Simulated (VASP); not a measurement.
Computed with PBE GGA, VASP's PBE PAW potentials (set 64) (plane waves; VASP 6.6.1).

Input for VASP

**INCAR**
```
# general
SYSTEM =PdIn
PREC   =Accurate
ENCUT  =520   # plane-wave cut-off (eV)
LREAL  =F   # projection in real space or not
LASPH  =T

# electronic loop
EDIFF  =1E-7
NELM   =100   # most electronic steps
ALGO   =Normal
LMAXMIX=4

# smearing
ISMEAR =1   # Methfessel-Paxton
SIGMA  =0.1   # width (eV)

# functional
GGA    =PE

# ions
ISIF   =2   # forces and stress, cell fixed

# output
LWAVE  =F
LCHARG =F
```

**POSCAR**
```
PdIn
1
    3.3738204109     0.0000000000     0.0000000000
    0.0000000000     3.3738204109     0.0000000000
    0.0000000000     0.0000000000     3.3738204109
In Pd
1 1
Direct
  0.5000000000   0.5000000000   0.5000000000
  0.0000000000   0.0000000000   0.0000000000
```

**KPOINTS**
```
Automatic mesh
0
Gamma
11 11 11
0 0 0
```

POTCAR, in this order: In_d Pd (PBE.64 set). Program: vasp_std.

The run wrote:

OUTCAR:
```
 ion  position               nearest neighbor table
   1  0.500  0.500  0.500-   2 2.92   2 2.92   2 2.92   2 2.92   2 2.92   2 2.92   2 2.92   2 2.92
  LATTYP: Found a simple cubic cell.
 ALAT       =     3.3738204109
 Subroutine PRICEL returns:
 Original cell was already a primitive cell.
 Subroutine GETGRP returns: Found 48 space group operations
The static configuration has the point symmetry O_h .
The dynamic configuration has the point symmetry O_h .
 Subroutine INISYM returns: Found 48 space group operations
 Subroutine IBZKPT returns following result:
 Found     56 irreducible k-points:

 Following reciprocal coordinates:
            Coordinates               Weight
  0.000000  0.000000  0.000000      1.000000
  0.090909  0.000000  0.000000      6.000000
  0.181818  0.000000  0.000000      6.000000
  0.272727  0.000000  0.000000      6.000000
  0.363636  0.000000  0.000000      6.000000
  0.454545  0.000000  0.000000      6.000000
  0.090909  0.090909  0.000000     12.000000
  0.181818  0.090909  0.000000     24.000000
  0.272727  0.090909  0.000000     24.000000
  0.363636  0.090909  0.000000     24.000000
...
```

**OSZICAR**
```
       N       E                     dE             d eps       ncg     rms          rms(c)
DAV:   1     0.162544319824E+03    0.16254E+03   -0.11477E+04  1687   0.193E+03
DAV:   2    -0.877016282541E+00   -0.16342E+03   -0.15912E+03  1764   0.409E+02
DAV:   3    -0.872630598168E+01   -0.78493E+01   -0.77844E+01  2051   0.951E+01
DAV:   4    -0.887577360119E+01   -0.14947E+00   -0.14941E+00  2052   0.126E+01
DAV:   5    -0.888275306139E+01   -0.69795E-02   -0.69793E-02  2476   0.251E+00    0.514E+00
DAV:   6    -0.873933433416E+01    0.14342E+00   -0.35144E-01  2100   0.907E+00    0.241E+00
DAV:   7    -0.871102432313E+01    0.28310E-01   -0.68115E-02  2252   0.449E+00    0.109E+00
DAV:   8    -0.870561110260E+01    0.54132E-02   -0.21155E-02  1841   0.141E+00    0.349E-01
DAV:   9    -0.870502597780E+01    0.58512E-03   -0.18142E-03  2156   0.720E-01    0.546E-02
DAV:  10    -0.870503483590E+01   -0.88581E-05   -0.47756E-05  2221   0.995E-02    0.247E-02
DAV:  11    -0.870503622444E+01   -0.13885E-05   -0.68525E-06  2037   0.276E-02    0.288E-03
DAV:  12    -0.870503661873E+01   -0.39429E-06   -0.42014E-07  2037   0.724E-03    0.217E-03
DAV:  13    -0.870503645835E+01    0.16038E-06   -0.30429E-08  1085   0.220E-03    0.548E-04
DAV:  14    -0.870503641444E+01    0.43904E-07   -0.61264E-09   987   0.126E-03
   1 F= -.87050364E+01 E0= -.87044713E+01  d E =-.169535E-02
```

### OUTCAR
```
------------------------ aborting loop because EDIFF is reached ----------------------------------------
  FORCE on cell =-STRESS in cart. coord.  units (eV):
  Direction    XX          YY          ZZ          XY          YZ          ZX
  --------------------------------------------------------------------------------------
  Total       -1.4081356     -1.4081356     -1.4081356     -0.0000000     -0.0000000      0.0000000
  in kB      -58.7474704    -58.7474704    -58.7474704     -0.0000000     -0.0000000      0.0000000
  external PRESSURE =     -58.7474704 kB  Pullay stress =       0.0000000 kB
  volume of cell :       38.40
      direct lattice vectors                 reciprocal lattice vectors
     3.373820411  0.000000000  0.000000000     0.296399890  0.000000000  0.000000000
     0.000000000  3.373820411  0.000000000     0.000000000  0.296399890  0.000000000
     0.000000000  0.000000000  3.373820411     0.000000000  0.000000000  0.296399890
 POSITION                                       TOTAL-FORCE (eV/Angst)
 -----------------------------------------------------------------------------------
      1.68691      1.68691      1.68691         0.000000      0.000000      0.000000
      0.00000      0.00000      0.00000         0.000000      0.000000      0.000000
 -----------------------------------------------------------------------------------
    total drift:                                0.000000      0.000000      0.000000
  FREE ENERGIE OF THE ION-ELECTRON SYSTEM (eV)
  ---------------------------------------------------
  free  energy   TOTEN  =        -8.7050364144 eV

  energy  without entropy=       -8.7033410631  energy(sigma->0) =       -8.70447130
```
(Selected blocks of OUTCAR.)

The compound is PdIn in the CsCl type structure. This cell is one point of a volume scan, at 1.06 of the reference volume. The electron count is odd and the run is not spin-polarised, which forces a metal.
